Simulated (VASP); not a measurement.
All values below come from PBEsol GGA, VASP's PBE PAW potentials (set 64) (plane waves; VASP).

VASP input:

**POSCAR**
```
AlCo3N
1
    3.6521988103     0.0000000000     0.0000000000
    0.0000000000     3.6521988103     0.0000000000
    0.0000000000     0.0000000000     3.6521988103
Al N Co
1 1 3
Direct
  0.0000000000   0.0000000000   0.0000000000
  0.5000000000   0.5000000000   0.5000000000
  0.0000000000   0.5000000000   0.5000000000
  0.5000000000   0.5000000000   0.0000000000
  0.5000000000   0.0000000000   0.5000000000
```

**INCAR**
```
# general
SYSTEM  = AlCo3N
PREC    = Accurate
ENCUT   = 600   # plane-wave cut-off (eV)
LREAL   = .False.   # projection in real space or not
LASPH   = .True.

# electronic loop
EDIFF   = 1E-7
NELM    = 100   # most electronic steps
ALGO    = Normal   # blocked Davidson
LMAXMIX = 4

# smearing
ISMEAR  = 1   # Methfessel-Paxton
SIGMA   = 0.1   # width (eV)

# functional
GGA     = PS

# spin
ISPIN   = 2   # spin-polarised
MAGMOM  = -0.0 0.1 0.8 0.8 0.8

# ions
ISIF    = 2

# output
LWAVE   = .False.
LCHARG  = .False.
LORBIT  = 10
```

**KPOINTS**
```
Automatic mesh
0
Gamma
8 8 8
0 0 0
```

POTCAR, in this order: Al N Co (PBE.64 set). Program: vasp_std.

The run wrote:

**OSZICAR**
```
       N       E                     dE             d eps       ncg     rms          rms(c)
DAV:   1     0.268088707162E+03    0.26809E+03   -0.16985E+04  3096   0.213E+03
DAV:   2    -0.127352842749E+02   -0.28082E+03   -0.27153E+03  3080   0.412E+02
DAV:   3    -0.418595475547E+02   -0.29124E+02   -0.27970E+02  4178   0.152E+02
DAV:   4    -0.430951425816E+02   -0.12356E+01   -0.12211E+01  3734   0.327E+01
DAV:   5    -0.431330760037E+02   -0.37933E-01   -0.37920E-01  3952   0.526E+00    0.304E+01
DAV:   6    -0.422037879708E+02    0.92929E+00   -0.92834E+01  4066   0.137E+02    0.183E+01
DAV:   7    -0.376628394998E+02    0.45409E+01   -0.29213E+01  3794   0.869E+01    0.860E+00
DAV:   8    -0.376483758335E+02    0.14464E-01   -0.17355E+00  3586   0.123E+01    0.373E+00
DAV:   9    -0.376161911202E+02    0.32185E-01   -0.13232E-01  4706   0.424E+00    0.111E+00
DAV:  10    -0.376152190488E+02    0.97207E-03   -0.34342E-02  4408   0.165E+00    0.372E-01
DAV:  11    -0.376147700039E+02    0.44904E-03   -0.20999E-03  3866   0.535E-01    0.194E-01
DAV:  12    -0.376146353436E+02    0.13466E-03   -0.39850E-04  4560   0.211E-01    0.658E-02
DAV:  13    -0.376146302839E+02    0.50596E-05   -0.68003E-05  3722   0.112E-01    0.339E-02
DAV:  14    -0.376146274074E+02    0.28765E-05   -0.75327E-06  4590   0.324E-02    0.111E-02
DAV:  15    -0.376146274233E+02   -0.15878E-07   -0.26366E-06  4528   0.236E-02    0.440E-03
DAV:  16    -0.376146272289E+02    0.19441E-06   -0.29554E-07  2750   0.821E-03    0.254E-03
DAV:  17    -0.376146270814E+02    0.14748E-06   -0.27420E-07  2518   0.517E-03    0.104E-03
DAV:  18    -0.376146270723E+02    0.91186E-08   -0.62046E-08  1612   0.305E-03
   1 F= -.37614627E+02 E0= -.37614728E+02  d E =0.303194E-03  mag=     2.1690
```

**OUTCAR**
```
------------------------ aborting loop because EDIFF is reached ----------------------------------------
  FORCE on cell =-STRESS in cart. coord.  units (eV):
  Direction    XX          YY          ZZ          XY          YZ          ZX
  --------------------------------------------------------------------------------------
  Total        2.3529759      2.3529759      2.3529759     -0.0000000     -0.0000000      0.0000000
  in kB       77.3864328     77.3864328     77.3864328     -0.0000000     -0.0000000      0.0000000
  external PRESSURE =      77.3864328 kB  Pullay stress =       0.0000000 kB
  volume of cell :       48.72
      direct lattice vectors                 reciprocal lattice vectors
     3.652198810  0.000000000  0.000000000     0.273807657  0.000000000  0.000000000
     0.000000000  3.652198810  0.000000000     0.000000000  0.273807657  0.000000000
     0.000000000  0.000000000  3.652198810     0.000000000  0.000000000  0.273807657
 POSITION                                       TOTAL-FORCE (eV/Angst)
 -----------------------------------------------------------------------------------
      0.00000      0.00000      0.00000         0.000000      0.000000      0.000000
      1.82610      1.82610      1.82610         0.000000      0.000000      0.000000
      0.00000      1.82610      1.82610         0.000000      0.000000      0.000000
      1.82610      1.82610      0.00000         0.000000      0.000000      0.000000
      1.82610      0.00000      1.82610         0.000000      0.000000      0.000000
 -----------------------------------------------------------------------------------
    total drift:                                0.000000      0.000000     -0.000000
  FREE ENERGIE OF THE ION-ELECTRON SYSTEM (eV)
  ---------------------------------------------------
  free  energy   TOTEN  =       -37.6146270723 eV

  energy  without entropy=      -37.6149302667  energy(sigma->0) =      -37.61472814

 total charge

# of ion       s       p       d       tot
------------------------------------------
    1        0.388   0.388   0.000   0.776
    2        1.235   2.553   0.000   3.788
    3        0.446   0.657   7.567   8.671
    4        0.446   0.657   7.567   8.671
    5        0.446   0.657   7.567   8.671
--------------------------------------------------
tot          2.962   4.913  22.702  30.577

 magnetization (x)

# of ion       s       p       d       tot
------------------------------------------
    1       -0.007  -0.008   0.000  -0.015
    2        0.001   0.083   0.000   0.084
    3        0.004  -0.001   0.720   0.722
    4        0.004  -0.001   0.720   0.722
    5        0.004  -0.001   0.720   0.722
--------------------------------------------------
tot          0.005   0.071   2.159   2.234
```
(Selected blocks of OUTCAR.)

The moments were started parallel, and other spin orders were not tried in this run.

The structure was generated: AlCo3N was put into the cubic-perovskite type (Pm-3m), which need not be its known phase. This cell was strained or had an atom moved on purpose.
